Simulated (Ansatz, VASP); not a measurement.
# Cross-check of AlSi23HO48 (Al-H pair in alpha-quartz) between VASP and Ansatz, part 3 of 3

Aim: how closely do two programs agree when they are given the same cell, functional and k mesh? Of the first pair: The structure shown is the start of the Ansatz relaxation below; VASP solves that cell, so the two are compared at the walk's first step.

VASP 6.6.1 and Ansatz 0.2.0.

So far. Step 3 (VASP: single point, HSE06, start cell, pair 1): The run ends at a pressure of -1.91 GPa, with forces up to 34 eV/Å.

### 6. VASP: single point, HSE06, relaxed cell, pair 2

Level of this step: HSE06; plane waves and PAW (Si, O, Al, H) (VASP).

The same cell, functional, mesh and smearing now go to VASP, with its own data sets.

The run reads the wave functions of an earlier VASP run, which isn't shown here.

File INCAR:

```
SYSTEM = AlSi23HO48
PREC = Accurate
ENCUT = 520
EDIFF = 1E-06
NELM = 100
ISMEAR = -1
SIGMA = 0.01
LREAL = Auto
ALGO = Normal
LHFCALC = .TRUE.
AEXX = 0.25
GGA = PE
HFSCREEN = 0.208
LASPH = .TRUE.
NBANDS = 243
PRECFOCK = Fast
LORBIT = 11
LWAVE = .FALSE.
LCHARG = .FALSE.
ISIF = 2
```

File POSCAR:

```
AlSi23HO48
1.0
   10.0366768100      0.0000000000      0.0000000000
   -5.0183384100      8.6920170900      0.0000000000
    0.0000000000      0.0000000000     11.0179481100
Si O Al H
23 48 1 1
Direct
    0.2317765408      0.9883148694      0.3298462691
    0.0006923647      0.2467013856      0.1617618151
    0.2615390209      0.2654039582      0.9952610827
    0.2473098100      0.0054042737      0.8334148272
    0.0041874649      0.2457782613      0.6724201540
    0.2405679355      0.5033517727      0.3287539146
    0.9959494962      0.7276475226      0.1601815628
    0.2666092679      0.7664241511      0.9993351886
    0.2467988068      0.5062904615      0.8289208850
    0.0051730086      0.7404495731      0.6701154873
    0.2590147476      0.7583347182      0.4983939957
    0.7514243998      0.0004432967      0.3323342013
    0.4965439265      0.2455659297      0.1681320775
    0.7479262481      0.2521508555      0.0012638558
    0.7357371826      0.9979058091      0.8347113004
    0.5082313047      0.2348146594      0.6612117721
    0.7675891859      0.2559884235      0.5028100968
    0.7426048799      0.4954103242      0.3334746728
    0.5030913866      0.7440071333      0.1653534800
    0.7568730944      0.7553602628      0.9953688502
    0.7378017099      0.4964978869      0.8298930294
    0.5013579300      0.7417381537      0.6615325704
    0.7683980626      0.7610631966      0.4984677735
    0.1684007941      0.0945709153      0.4015362729
    0.3690358329      0.0960709507      0.2414824448
    0.4136780921      0.2951577681      0.0676502604
    0.1231146319      0.2156241496      0.0911938329
    0.0842374780      0.3847651641      0.2576058767
    0.2906661400      0.4184413267      0.4232704936
    0.2132108635      0.1299557338      0.8970629036
    0.3862460883      0.0851160126      0.7376151468
    0.4290784184      0.2706360110      0.5510994470
    0.1265908111      0.2071199926      0.6167761146
    0.0836455570      0.3852806621      0.7701369476
    0.2989937738      0.4223284013      0.9274581279
    0.2086192973      0.6288574302      0.3953806132
    0.3748307034      0.5890164487      0.2283639869
    0.4208793705      0.8055875391      0.0729672407
    0.1219564299      0.7006002608      0.0918265946
    0.0818686713      0.8644890991      0.2591078960
    0.2880153529      0.9150528372      0.4321536466
    0.2292001004      0.6394308555      0.8958408935
    0.3774254669      0.5820411574      0.7244727228
    0.4165682088      0.7946193554      0.5643605477
    0.1250030635      0.7063640337      0.5985274918
    0.0930595241      0.8780110997      0.7661845028
    0.2933683764      0.9235129561      0.9385333790
    0.7160558946      0.1168071458      0.4064483698
    0.8852637421      0.0899394154      0.2333668281
    0.9062441387      0.2885414459      0.0661027685
    0.6157954250      0.2054551600      0.1031919138
    0.5840677501      0.3814813156      0.2651808843
    0.7877620129      0.4050446959      0.4307366494
    0.6928675495      0.1097276505      0.9090633009
    0.8700035567      0.0947355577      0.7389900182
    0.9287678250      0.2975361735      0.5648430091
    0.6396150814      0.2020429228      0.6080455766
    0.5875752230      0.3792120488      0.7545642638
    0.7783000861      0.4050080101      0.9302620036
    0.7205855811      0.6251055663      0.4015281018
    0.8766486970      0.5743162727      0.2320101301
    0.9093657532      0.7801742989      0.0648796601
    0.6210824049      0.7083771700      0.0930167720
    0.5955894989      0.8735655181      0.2679008856
    0.8182275799      0.9201253878      0.4245896977
    0.7038626500      0.6193891573      0.8969015584
    0.8825835255      0.5861015812      0.7391746311
    0.9196205683      0.7922465789      0.5721757743
    0.6281543853      0.7180370758      0.5898397520
    0.5834037913      0.8715728535      0.7646179458
    0.7933171001      0.9126003431      0.9281581459
    0.2645514763      0.2657804437      0.5072873701
    0.0566456520      0.0405124907      0.4096802836
```

File KPOINTS:

```
Automatic mesh
0
Gamma
1 1 1
0 0 0
```

Potentials, in the order of the species: Si, O, Al and H (PBE family, release 64).

On the command line:

```sh
> export OMP_NUM_THREADS=3
> mpirun -np 1 vasp_gam
```

Numbers of over 12 decimals in the logs are rounded to 6 here.

Output:

```text
[banner, memory and clock lines left out]
running    1 mpi-ranks, on    1 nodes
[...]
Offloading initialized ...    1 GPUs detected
[...]
LDA part: xc-table for (Slater+PW92), standard interpolation
 found WAVECAR, reading the header
 POSCAR, INCAR and KPOINTS ok, starting setup
[...]
reading WAVECAR
 the WAVECAR file was read successfully
 initial charge from wavefunction
 entering main loop
       N       E                     dE             d eps       ncg     rms          rms(c)
DAV:   1    -0.701712855753E+03   -0.70171E+03   -0.11583E+01   548   0.861E+00    0.171E+01
DAV:   2    -0.701801199832E+03   -0.88344E-01   -0.43977E-01   564   0.138E+00    0.127E+01
DAV:   3    -0.701764953323E+03    0.36247E-01   -0.39675E-02   572   0.399E-01    0.785E+00
DAV:   4    -0.701756996406E+03    0.79569E-02   -0.12558E-02   564   0.205E-01    0.459E+00
[...]
DAV:   9    -0.701753443058E+03    0.18013E-04   -0.15029E-05   564   0.113E-02    0.286E-01
DAV:  10    -0.701753440018E+03    0.30400E-05   -0.50357E-06   548   0.688E-03    0.163E-01
DAV:  11    -0.701753440455E+03   -0.43758E-06   -0.16609E-06   372   0.446E-03
   1 F= -.70175344E+03 E0= -.70175344E+03  d E =-.846718E-12
```

OUTCAR, selected parts (step 6):

```text
  Total       -1.5489706     -2.1647649     -2.3488978     -1.2266795      0.2188265      0.5272575
  in kB       -2.5819184     -3.6083619     -3.9152857     -2.0447040      0.3647533      0.8788649
  external PRESSURE =      -3.3685220 kB  Pullay stress =       0.0000000 kB

 POSITION                                       TOTAL-FORCE (eV/Angst)
 -----------------------------------------------------------------------------------
     -2.63343      8.59045      3.63423         0.009511      0.043492      0.005333
     -1.23108      2.14433      1.78228         0.002065     -0.009614     -0.008698
      1.29310      2.30690     10.96573         0.011982      0.007439      0.004545
      2.45505      0.04697      9.18252        -0.013634      0.000580      0.004382
     -1.19137      2.13631      7.40869        -0.026785     -0.007949      0.016866
     -0.11149      4.37514      3.62219        -0.029238      0.006262     -0.022990
      6.34444      6.32472      1.76487         0.004128     -0.005377      0.003115
     -1.17030      6.66177     11.01062         0.005202      0.009960     -0.001352
     -0.06370      4.40069      9.13301        -0.005606      0.012349      0.005894
     -3.66391      6.43600      7.38330         0.004875     -0.009034     -0.000929
     -1.20593      6.59146      5.49128         0.000571      0.021848      0.001109
      7.53958      0.00385      3.66164        -0.011144     -0.004396     -0.007004
      3.75132      2.13446      1.85247        -0.011980     -0.023118      0.015819
      6.24132      2.19170      0.01393         0.001238      0.010087      0.007167
[...]
-----------------------------------------------------------------------------------
    total drift:                               -0.004399     -0.004951      0.059838

  FREE ENERGIE OF THE ION-ELECTRON SYSTEM (eV)
  ---------------------------------------------------
  free  energy   TOTEN  =      -701.7534404551 eV

  energy  without entropy=     -701.7534404551  energy(sigma->0) =     -701.75344046

[... 1 part as in an earlier step ...]

[... 2 further parts left out ...]
[key lines of the parts left out:]
E-fermi :  -0.1374
```

The run ends at a pressure of -0.34 GPa, with forces up to 0.12 eV/Å.

### 7. Differences

The two programs side by side:

| quantity | Ansatz | VASP | difference |
| --- | --- | --- | --- |
| gap on the k mesh (eV) | 7.271 | 7.272 | -0.002 |

At this near-relaxed geometry the largest component of a force difference is 116 meV/Å. A gap on the mesh is an upper bound, since the band edges may lie between its points.

### 8. What came out

```
r.m.s. force difference (single point, HSE06, start cell, pair 1)   : 3.0 % of the r.m.s. force
r.m.s. force difference (single point, HSE06, relaxed cell, pair 2) : 17 meV/Å
```

In words: The r.m.s. force difference is 17 meV/Å (single point, HSE06, relaxed cell, pair 2), beyond the 12 meV/Å picked in this series as the mark of a large difference. What causes the difference of the single point, HSE06, relaxed cell, pair 2 pair stays open here. How closely two codes agree says nothing of how well the functional describes the real material.

[Lines on the potential files, build, host, timing and source positions are cut from VASP's logs without a mark.]

[Logs are printed without paths, hosts, clocks, repeated set-up lines and the standing remarks that a program may print on its own settings, such as how far it seeks lower states.]

[Hosts, paths, dates, database ids (printed as entryN), source tags and the programs' standing remarks are cut or masked in the printed files.]
